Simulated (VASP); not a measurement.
Runs of VASP 6.6.1 on Ag. Symmetry: Fm-3m, No. 225, cubic system. The conventional cell has a = 4.085 Å, b = 4.085 Å, c = 4.085 Å, α = 90.00°, β = 90.00°, γ = 90.00°. Ag (site symmetry m-3m) is surrounded by 12 Ag at 2.89 Å. 

```csv
level,potentials or basis,k mesh,cutoff (eV),gap on the mesh (eV),pressure (GPa),relaxed volume (Å³/atom)
LDA,"VASP PAW LDA potentials, release 64 (Ag)",16 × 16 × 16,600,none,-0.1,16.04
PBE+D3(BJ),"VASP PAW PBE potentials, release 64 (Ag)",16 × 16 × 16,600,none,0.0,16.87
PBE,"VASP PAW PBE potentials, release 64 (Ag)",16 × 16 × 16,600,none,0.0,(b)
AM05,"VASP PAW PBE potentials, release 64 (Ag)",16 × 16 × 16,600,none,0.0,(c)
RPBE,"VASP PAW PBE potentials, release 64 (Ag)",16 × 16 × 16,600,none,0.1,(a)
r2SCAN,"VASP PAW PBE potentials, release 64 (Ag)",16 × 16 × 16,600,none,0.1,17.31
PBE,"VASP PAW PBE potentials, release 64 (Ag)",8 × 8 × 8,300,none,0.0,17.94
PBEsol,"VASP PAW PBE potentials, release 64 (Ag)",16 × 16 × 16,600,none,0.0,16.63
```

Alike in all rows: task relaxation of cell and atoms; no spin polarisation; cell relaxed; smearing methfessel-paxton 0.1 eV.

Task: Estimate the missing entries.

Result: (a) 18.66; (b) 17.81; (c) 16.64.

Caveats: the PAW data sets were made with another functional, which shifts forces and pressure a little (some runs); pairwise dispersion overbinds metals, which lowers pressure and volume (some runs); the cutoff is under 1.25 times the usual one of these potentials, so pressure, stress and relaxed cells hold a basis-set (Pulay) error (some runs).

A k mesh can miss the band edges, and the runs leave out spin-orbit coupling on Ag.

A gap of «none» marks a metal or a gap under the smearing width.

Not every run made on this cell is shown here.
